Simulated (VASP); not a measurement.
These are PBE GGA, VASP's PBE PAW potentials (set 64) (plane waves; VASP 6.6.1) values and carry that method's errors.

Input for VASP

### INCAR
```
SYSTEM=AuZn
PREC=Accurate; ENCUT=400; LREAL=.False.
LASPH=.True.
EDIFF=1E-6; NELM=100; ALGO=Normal
IMIX=1; AMIX=1.0; BMIX=0.0001
LMAXMIX=6
ISMEAR=1; SIGMA=0.1
GGA=PE
ISIF=2
LWAVE=.False.; LCHARG=.False.
```

### POSCAR
```
AuZn
1
    3.2130000000     0.0000000000     0.0000000000
    0.0000000000     3.2130000000     0.0000000000
    0.0000000000     0.0000000000     3.2130000000
Zn Au
1 1
Direct
  0.5000000000   0.5000000000   0.5000000000
  0.0000000000   0.0000000000   0.0000000000
```

KPOINTS:
```
Automatic
0
Gamma
  10 10 10
```

POTCAR, in this order: Zn Au (PBE.64 set). Program: vasp_std.

What VASP printed:

File OSZICAR:
```
...
DAV:  12    -0.229221547796E+04    0.34911E+03   -0.34359E+04  3309   0.888E+02    0.126E+03
DAV:  13    -0.281198913949E+04   -0.51977E+03   -0.45314E+04  3000   0.698E+02    0.123E+03
DAV:  14    -0.218708934955E+04    0.62490E+03   -0.33076E+04  3352   0.856E+02    0.102E+03
DAV:  15    -0.276532447910E+04   -0.57824E+03   -0.44580E+04  2928   0.692E+02    0.102E+03
DAV:  16    -0.215602785966E+04    0.60930E+03   -0.32562E+04  3344   0.856E+02    0.103E+03
DAV:  17    -0.278305734796E+04   -0.62703E+03   -0.44914E+04  2920   0.700E+02    0.103E+03
DAV:  18    -0.215885191337E+04    0.62421E+03   -0.32598E+04  3352   0.857E+02    0.102E+03
DAV:  19    -0.277651039231E+04   -0.61766E+03   -0.44802E+04  2912   0.705E+02    0.101E+03
DAV:  20    -0.214012840917E+04    0.63638E+03   -0.32331E+04  3352   0.855E+02    0.988E+02
DAV:  21    -0.276059027944E+04   -0.62046E+03   -0.44599E+04  2912   0.699E+02    0.985E+02
DAV:  22    -0.212195812307E+04    0.63863E+03   -0.32037E+04  3360   0.849E+02    0.986E+02
DAV:  23    -0.277765670664E+04   -0.65570E+03   -0.44802E+04  2920   0.702E+02    0.991E+02
DAV:  24    -0.214077802335E+04    0.63688E+03   -0.32292E+04  3360   0.856E+02    0.102E+03
DAV:  25    -0.277501926786E+04   -0.63424E+03   -0.44777E+04  2912   0.702E+02    0.102E+03
DAV:  26    -0.213555308854E+04    0.63947E+03   -0.32241E+04  3360   0.854E+02    0.101E+03
DAV:  27    -0.275771633799E+04   -0.62216E+03   -0.44449E+04  2912   0.696E+02    0.102E+03
DAV:  28    -0.213998753758E+04    0.61773E+03   -0.32339E+04  3360   0.862E+02    0.101E+03
DAV:  29    -0.277177215019E+04   -0.63178E+03   -0.44661E+04  2912   0.699E+02    0.101E+03
DAV:  30    -0.213809658815E+04    0.63368E+03   -0.32342E+04  3360   0.862E+02    0.962E+02
DAV:  31    -0.275040890478E+04   -0.61231E+03   -0.44317E+04  2912   0.690E+02    0.962E+02
DAV:  32    -0.214259770906E+04    0.60781E+03   -0.32397E+04  3344   0.865E+02    0.969E+02
DAV:  33    -0.276895173520E+04   -0.62635E+03   -0.44611E+04  2912   0.696E+02    0.964E+02
DAV:  34    -0.214298865782E+04    0.62596E+03   -0.32413E+04  3360   0.858E+02    0.101E+03
DAV:  35    -0.275659324363E+04   -0.61360E+03   -0.44488E+04  2912   0.695E+02    0.101E+03
DAV:  36    -0.214398408474E+04    0.61261E+03   -0.32336E+04  3360   0.861E+02    0.101E+03
DAV:  37    -0.276923075038E+04   -0.62525E+03   -0.44675E+04  2912   0.701E+02    0.101E+03
DAV:  38    -0.213302498999E+04    0.63621E+03   -0.32204E+04  3360   0.858E+02    0.103E+03
DAV:  39    -0.277555976447E+04   -0.64253E+03   -0.44740E+04  2912   0.702E+02    0.103E+03
DAV:  40    -0.213455950556E+04    0.64100E+03   -0.32239E+04  3360   0.857E+02    0.965E+02
DAV:  41    -0.277177785364E+04   -0.63722E+03   -0.44604E+04  2912   0.694E+02    0.968E+02
DAV:  42    -0.215502239174E+04    0.61676E+03   -0.32575E+04  3360   0.862E+02    0.102E+03
DAV:  43    -0.275814328066E+04   -0.60312E+03   -0.44525E+04  2912   0.694E+02    0.102E+03
DAV:  44    -0.213787673606E+04    0.62027E+03   -0.32286E+04  3360   0.859E+02    0.984E+02
DAV:  45    -0.275018380694E+04   -0.61231E+03   -0.44441E+04  2912   0.698E+02    0.981E+02
DAV:  46    -0.210549164252E+04    0.64469E+03   -0.31767E+04  3360   0.851E+02    0.991E+02
DAV:  47    -0.277489335086E+04   -0.66940E+03   -0.44738E+04  2912   0.698E+02    0.995E+02
DAV:  48    -0.213828170685E+04    0.63661E+03   -0.32346E+04  3352   0.859E+02    0.982E+02
DAV:  49    -0.275658812130E+04   -0.61831E+03   -0.44417E+04  2912   0.691E+02    0.984E+02
DAV:  50    -0.215401378114E+04    0.60257E+03   -0.32550E+04  3344   0.858E+02    0.979E+02
DAV:  51    -0.276461842287E+04   -0.61060E+03   -0.44538E+04  2912   0.692E+02    0.979E+02
DAV:  52    -0.215393658073E+04    0.61068E+03   -0.32551E+04  3360   0.862E+02    0.993E+02
DAV:  53    -0.277566126603E+04   -0.62172E+03   -0.44754E+04  2912   0.697E+02    0.992E+02
DAV:  54    -0.216028910443E+04    0.61537E+03   -0.32642E+04  3360   0.862E+02    0.992E+02
DAV:  55    -0.277044658841E+04   -0.61016E+03   -0.44701E+04  2920   0.702E+02    0.988E+02
DAV:  56    -0.213743677707E+04    0.63301E+03   -0.32300E+04  3360   0.856E+02    0.965E+02
DAV:  57    -0.275951308177E+04   -0.62208E+03   -0.44524E+04  2920   0.693E+02    0.965E+02
DAV:  58    -0.213590042038E+04    0.62361E+03   -0.32271E+04  3344   0.857E+02    0.996E+02
DAV:  59    -0.275827817603E+04   -0.62238E+03   -0.44494E+04  2912   0.697E+02    0.993E+02
DAV:  60    -0.212210671198E+04    0.63617E+03   -0.32051E+04  3360   0.854E+02    0.981E+02
DAV:  61    -0.276029569072E+04   -0.63819E+03   -0.44451E+04  2912   0.692E+02    0.983E+02
DAV:  62    -0.215692987695E+04    0.60337E+03   -0.32557E+04  3360   0.857E+02    0.997E+02
DAV:  63    -0.277817918652E+04   -0.62125E+03   -0.44819E+04  2920   0.702E+02    0.997E+02
DAV:  64    -0.213533750125E+04    0.64284E+03   -0.32216E+04  3360   0.858E+02    0.994E+02
DAV:  65    -0.276853077369E+04   -0.63319E+03   -0.44675E+04  2912   0.698E+02    0.995E+02
DAV:  66    -0.214488996236E+04    0.62364E+03   -0.32407E+04  3344   0.860E+02    0.103E+03
DAV:  67    -0.277718241424E+04   -0.63229E+03   -0.44820E+04  2912   0.703E+02    0.103E+03
DAV:  68    -0.211635519220E+04    0.66083E+03   -0.31956E+04  3360   0.850E+02    0.989E+02
DAV:  69    -0.276778246060E+04   -0.65143E+03   -0.44547E+04  2920   0.695E+02    0.998E+02
DAV:  70    -0.216062478270E+04    0.60716E+03   -0.32581E+04  3352   0.859E+02    0.100E+03
DAV:  71    -0.277291915560E+04   -0.61229E+03   -0.44761E+04  2920   0.701E+02    0.996E+02
DAV:  72    -0.212197008787E+04    0.65095E+03   -0.32065E+04  3360   0.853E+02    0.997E+02
DAV:  73    -0.275101683220E+04   -0.62905E+03   -0.44364E+04  2920   0.692E+02    0.996E+02
DAV:  74    -0.214287312477E+04    0.60814E+03   -0.32362E+04  3360   0.859E+02    0.101E+03
DAV:  75    -0.276801268433E+04   -0.62514E+03   -0.44616E+04  2912   0.697E+02    0.101E+03
DAV:  76    -0.214066119812E+04    0.62735E+03   -0.32403E+04  3360   0.860E+02    0.949E+02
DAV:  77    -0.276002823759E+04   -0.61937E+03   -0.44480E+04  2912   0.691E+02    0.948E+02
DAV:  78    -0.213201690954E+04    0.62801E+03   -0.32231E+04  3360   0.854E+02    0.962E+02
DAV:  79    -0.276023196919E+04   -0.62822E+03   -0.44457E+04  2912   0.688E+02    0.966E+02
DAV:  80    -0.216549400603E+04    0.59474E+03   -0.32722E+04  3360   0.861E+02    0.102E+03
DAV:  81    -0.277243248534E+04   -0.60694E+03   -0.44620E+04  2912   0.698E+02    0.102E+03
DAV:  82    -0.215538749094E+04    0.61704E+03   -0.32559E+04  3344   0.859E+02    0.968E+02
DAV:  83    -0.276976180655E+04   -0.61437E+03   -0.44668E+04  2912   0.697E+02    0.967E+02
DAV:  84    -0.212907657508E+04    0.64069E+03   -0.32166E+04  3360   0.855E+02    0.929E+02
DAV:  85    -0.276458599315E+04   -0.63551E+03   -0.44587E+04  2912   0.696E+02    0.929E+02
DAV:  86    -0.214711493947E+04    0.61747E+03   -0.32431E+04  3360   0.859E+02    0.990E+02
DAV:  87    -0.276340681597E+04   -0.61629E+03   -0.44566E+04  2912   0.697E+02    0.989E+02
DAV:  88    -0.213606275170E+04    0.62734E+03   -0.32229E+04  3360   0.855E+02    0.988E+02
DAV:  89    -0.277659924770E+04   -0.64054E+03   -0.44774E+04  2912   0.698E+02    0.991E+02
DAV:  90    -0.213923732017E+04    0.63736E+03   -0.32295E+04  3360   0.859E+02    0.105E+03
DAV:  91    -0.277209552611E+04   -0.63286E+03   -0.44732E+04  2912   0.706E+02    0.104E+03
DAV:  92    -0.213202548829E+04    0.64007E+03   -0.32160E+04  3360   0.854E+02    0.955E+02
DAV:  93    -0.275760586469E+04   -0.62558E+03   -0.44567E+04  2920   0.698E+02    0.954E+02
DAV:  94    -0.211397442317E+04    0.64363E+03   -0.31880E+04  3360   0.856E+02    0.105E+03
DAV:  95    -0.276845652706E+04   -0.65448E+03   -0.44668E+04  2912   0.705E+02    0.105E+03
DAV:  96    -0.212654242899E+04    0.64191E+03   -0.32125E+04  3352   0.853E+02    0.981E+02
DAV:  97    -0.276815272984E+04   -0.64161E+03   -0.44570E+04  2912   0.696E+02    0.986E+02
DAV:  98    -0.215342860441E+04    0.61472E+03   -0.32531E+04  3352   0.861E+02    0.977E+02
DAV:  99    -0.276398169087E+04   -0.61055E+03   -0.44523E+04  2912   0.696E+02    0.978E+02
DAV: 100    -0.215395307301E+04    0.61003E+03   -0.32537E+04  3352   0.866E+02
   1 F= -.21539531E+04 E0= -.21539528E+04  d E =-.821397E-03
```

### OUTCAR
```
------------------------ aborting loop EDIFF was not reached (unconverged)  ----------------------------
  FORCE on cell =-STRESS in cart. coord.  units (eV):
  Direction    XX          YY          ZZ          XY          YZ          ZX
  --------------------------------------------------------------------------------------
  Total      682.3903659    682.3903659    682.3903659     -0.0000000     -0.0000000     -0.0000000
  in kB    32961.8282771  32961.8282771  32961.8282771     -0.0000000     -0.0000000     -0.0000000
  external PRESSURE =   32961.8282771 kB  Pullay stress =       0.0000000 kB
  volume of cell :       33.17
      direct lattice vectors                 reciprocal lattice vectors
     3.213000000  0.000000000  0.000000000     0.311235605  0.000000000  0.000000000
     0.000000000  3.213000000  0.000000000     0.000000000  0.311235605  0.000000000
     0.000000000  0.000000000  3.213000000     0.000000000  0.000000000  0.311235605
 POSITION                                       TOTAL-FORCE (eV/Angst)
 -----------------------------------------------------------------------------------
      1.60650      1.60650      1.60650         0.000000      0.000000      0.000000
      0.00000      0.00000      0.00000         0.000000      0.000000      0.000000
 -----------------------------------------------------------------------------------
    total drift:                                0.000000      0.000000     -0.000000
  FREE ENERGIE OF THE ION-ELECTRON SYSTEM (eV)
  ---------------------------------------------------
  free  energy   TOTEN  =     -2153.9530730060 eV

  energy  without entropy=    -2153.9522516091  energy(sigma->0) =    -2153.95279921
```
(Selected blocks of OUTCAR.)

### stdout
```
...
DAV:  81    -0.277243248534E+04   -0.60694E+03   -0.44620E+04  2912   0.698E+02    0.102E+03
DAV:  82    -0.215538749094E+04    0.61704E+03   -0.32559E+04  3344   0.859E+02    0.968E+02
DAV:  83    -0.276976180655E+04   -0.61437E+03   -0.44668E+04  2912   0.697E+02    0.967E+02
DAV:  84    -0.212907657508E+04    0.64069E+03   -0.32166E+04  3360   0.855E+02    0.929E+02
DAV:  85    -0.276458599315E+04   -0.63551E+03   -0.44587E+04  2912   0.696E+02    0.929E+02
DAV:  86    -0.214711493947E+04    0.61747E+03   -0.32431E+04  3360   0.859E+02    0.990E+02
DAV:  87    -0.276340681597E+04   -0.61629E+03   -0.44566E+04  2912   0.697E+02    0.989E+02
DAV:  88    -0.213606275170E+04    0.62734E+03   -0.32229E+04  3360   0.855E+02    0.988E+02
DAV:  89    -0.277659924770E+04   -0.64054E+03   -0.44774E+04  2912   0.698E+02    0.991E+02
DAV:  90    -0.213923732017E+04    0.63736E+03   -0.32295E+04  3360   0.859E+02    0.105E+03
DAV:  91    -0.277209552611E+04   -0.63286E+03   -0.44732E+04  2912   0.706E+02    0.104E+03
DAV:  92    -0.213202548829E+04    0.64007E+03   -0.32160E+04  3360   0.854E+02    0.955E+02
DAV:  93    -0.275760586469E+04   -0.62558E+03   -0.44567E+04  2920   0.698E+02    0.954E+02
DAV:  94    -0.211397442317E+04    0.64363E+03   -0.31880E+04  3360   0.856E+02    0.105E+03
DAV:  95    -0.276845652706E+04   -0.65448E+03   -0.44668E+04  2912   0.705E+02    0.105E+03
DAV:  96    -0.212654242899E+04    0.64191E+03   -0.32125E+04  3352   0.853E+02    0.981E+02
DAV:  97    -0.276815272984E+04   -0.64161E+03   -0.44570E+04  2912   0.696E+02    0.986E+02
DAV:  98    -0.215342860441E+04    0.61472E+03   -0.32531E+04  3352   0.861E+02    0.977E+02
DAV:  99    -0.276398169087E+04   -0.61055E+03   -0.44523E+04  2912   0.696E+02    0.978E+02
DAV: 100    -0.215395307301E+04    0.61003E+03   -0.32537E+04  3352   0.866E+02

 -----------------------------------------------------------------------------
|                                                                             |
|           W    W    AA    RRRRR   N    N  II  N    N   GGGG   !!!           |
|           W    W   A  A   R    R  NN   N  II  NN   N  G    G  !!!           |
|           W    W  A    A  R    R  N N  N  II  N N  N  G       !!!           |
|           W WW W  AAAAAA  RRRRR   N  N N  II  N  N N  G  GGG   !            |
|           WW  WW  A    A  R   R   N   NN  II  N   NN  G    G                |
|           W    W  A    A  R    R  N    N  II  N    N   GGGG   !!!           |
|                                                                             |
|     The electronic self-consistency was not achieved in the given           |
|     number of steps (NELM). The forces and other quantities evaluated       |
|     might not be reliable so examine the results carefully. If you find     |
|     spurious results, we suggest increasing NELM, if you were close to      |
|     convergence or switching to a different ALGO or adjusting the           |
|     density mixing parameters otherwise.                                    |
|                                                                             |
 -----------------------------------------------------------------------------

   1 F= -.21539531E+04 E0= -.21539528E+04  d E =-.821397E-03
```

The run did not converge; its last values are not results.

The compound is AuZn in the CsCl type structure. The cell was not relaxed at this level. The run is one of a series of settings (AMIX = 1.0, BMIX = 0.0001, IMIX = 1 against the base run), some of them coarse on purpose. The electron count is odd and the run is not spin-polarised, which forces a metal.
